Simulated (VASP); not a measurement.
Method: PBE GGA, VASP's PBE PAW potentials (set 64) (plane waves; VASP).

VASP input:

File KPOINTS:
```
kpoints
0
Gamma
  15 15 15
```

### INCAR
```
PREC  =  Low
EDIFF  =  1E-6   ! SCF stop (eV)
ISMEAR  =  1
SYSTEM  =  W
LCHARG  =  .FALSE.
ISIF  =  2   ! forces and stress, cell fixed
SIGMA  =  0.1
ALGO  =  Normal   ! blocked Davidson
LWAVE  =  .FALSE.
LMAXMIX  =  6
LREAL  =  .FALSE.
LASPH  =  .TRUE.   ! aspherical one-centre terms
ENCUT  =  400
NELM  =  100   ! most electronic steps
GGA  =  PE   ! PBE
```

### POSCAR
```
W
1.0
 -1.5800000000   1.5800000000   1.5800000000
  1.5800000000  -1.5800000000   1.5800000000
  1.5800000000   1.5800000000  -1.5800000000
W
1
direct
  0.0000000000   0.0000000000   0.0000000000
```

POTCAR, in this order: W_sv (PBE.64 set). Program: vasp_std.

Unless said otherwise, spin-orbit coupling is left out, though it shifts the bands of the heavy elements here.

Q: Predict the energy per atom (σ→0), pressure, band gap (on the k-mesh).

A: 
| Item | Value |
|---|---|
| energy per atom (σ→0) | -12.946 eV/atom |
| band gap (on the k-mesh) | none (metal, semimetal or under 0.01 eV) |
| pressure | 7.97 GPa |

OSZICAR:
```
...
DAV:   5    -0.135588907115E+02   -0.52359E-04   -0.52359E-04  2970   0.266E-01    0.211E+01
DAV:   6    -0.130783271384E+02    0.48056E+00   -0.56014E-01  2814   0.100E+01    0.851E+00
DAV:   7    -0.129500692811E+02    0.12826E+00   -0.30021E-01  2918   0.689E+00    0.611E-01
DAV:   8    -0.129454773400E+02    0.45919E-02   -0.34592E-03  2727   0.841E-01    0.129E-01
DAV:   9    -0.129455093319E+02   -0.31992E-04   -0.42533E-05  2979   0.841E-02    0.646E-02
DAV:  10    -0.129455053511E+02    0.39808E-05   -0.99211E-06  2859   0.476E-02    0.124E-02
DAV:  11    -0.129455058437E+02   -0.49258E-06   -0.12602E-07  1535   0.431E-03
   1 F= -.12945506E+02 E0= -.12945662E+02  d E =0.469110E-03
```

The compound is W in the bcc structure. The cell was not relaxed at this level. The run is one of a series of settings (PREC = Low against the base run), some of them coarse on purpose.
